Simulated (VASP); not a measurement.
Computed with LDA (Ceperley-Alder, Perdew-Zunger), VASP's LDA PAW potentials (set 64) (plane waves; VASP 6.6.1).

VASP input:

### INCAR
```
ALGO = Normal
EDIFF = 1E-6
ENCUT = 300
ISIF = 2
ISMEAR = 0
LASPH = .True.
LCHARG = .False.
LMAXMIX = 4
LREAL = .False.
LWAVE = .False.
NELM = 100
PREC = Accurate
SIGMA = 0.05
SYSTEM = Sc(VGa2)2
```

### POSCAR
```
Sc(VGa2)2
6.454330
 -0.5000000000   0.5000000000   0.3988663424
  0.5000000000  -0.5000000000   0.3988663424
  0.5000000000   0.5000000000  -0.3988663424
Sc V Ga
1 2 4
direct
  0.0000000000   0.0000000000   0.0000000000
  0.7500000000   0.2500000000   0.5000000000
  0.2500000000   0.7500000000   0.5000000000
  0.3008700000   0.3008700000   0.6017400000
  0.6991300000   0.6991300000   0.3982600000
  0.3008700000   0.6991300000   0.0000000000
  0.6991300000   0.3008700000   0.0000000000
```

File KPOINTS:
```
Automatic mesh
0
Gamma
2 2 2
0 0 0
```

POTCAR, in this order: Sc_sv V_sv Ga_d (LDA.64 set). Program: vasp_std.

At this cut-off the stress carries a Pulay error, which pulls relaxed volumes low. Gaps are read on the run's mesh, which can miss a band edge.

Q: Predict the energy per atom (σ→0), pressure, largest force, band gap (on the k-mesh).

A: 
```yaml
energy per atom (σ→0): -6.387 eV/atom
band gap (on the k-mesh): none (metal, semimetal or under 0.01 eV)
pressure: -6.04 GPa
largest_force: 0.334 eV/Å
```

### OSZICAR
```
...
DAV:   8    -0.449259225885E+02    0.82847E+00   -0.99731E+00   568   0.117E+01    0.383E+00
DAV:   9    -0.447273134537E+02    0.19861E+00   -0.73828E-01   632   0.421E+00    0.802E-01
DAV:  10    -0.447157091487E+02    0.11604E-01   -0.88286E-02   656   0.140E+00    0.292E-01
DAV:  11    -0.447144713689E+02    0.12378E-02   -0.61725E-03   568   0.493E-01    0.128E-01
DAV:  12    -0.447143764783E+02    0.94891E-04   -0.13533E-03   624   0.188E-01    0.479E-02
DAV:  13    -0.447143498469E+02    0.26631E-04   -0.18073E-04   568   0.768E-02    0.696E-03
DAV:  14    -0.447143503379E+02   -0.49105E-06   -0.44849E-06   440   0.185E-02
   1 F= -.44714350E+02 E0= -.44708733E+02  d E =-.112351E-01
```

The structure comes from a computed database's Ga4ScV2 entry (I4/mmm); how it stands against other phases isn't given here. The cell was not relaxed at this level. The k-mesh is coarse (spacing up to 0.78 per Å, 2π included), so the numbers may not be converged in it. The run is one of a series of settings (KPOINTS 2×2×2 Γ-centred mesh against the base run), some of them coarse on purpose. The run is not spin-polarised, so no magnetic state was tried. The electron count is odd and the run is not spin-polarised, which forces a metal.
